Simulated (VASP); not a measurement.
MgZr (space group Pmma): computed properties

The numbers are results of PBEsol GGA, VASP's PBE PAW potentials (set 64) (plane waves; VASP), not measurements.

```json
{
  "space_group": "Pmma (51)",
  "cell": "a = 5.183 Å, b = 2.969 Å, c = 5.623 Å, α = 90.00°, β = 90.00°, γ = 90.00°",
  "volume_per_atom": "21.63 Å³/atom",
  "band gap (over mesh and band path)": "none (metal, semimetal or under 0.01 eV)",
  "band_gap_with_spin_orbit_coupling": "none (metallic)",
  "density": "4.43 g/cm³"
}
```

```yaml
crystal:
  lattice:
    - [5.18290, 0.00000, 0.00000]
    - [0.00000, 2.96885, 0.00000]
    - [0.00000, 0.00000, 5.62337]
  atoms:
    - { symbol: Mg, position: [0.75000, 0.00000, 0.83946] }
    - { symbol: Mg, position: [0.25000, 0.00000, 0.16054] }
    - { symbol: Zr, position: [0.25000, 0.50000, 0.65458] }
    - { symbol: Zr, position: [0.75000, 0.50000, 0.34542] }
```

The structure comes from a computed database's MgZr entry (Pmma); how it stands against other phases isn't given here. It was relaxed first. Symmetry was kept, so distortions that lower it aren't found.
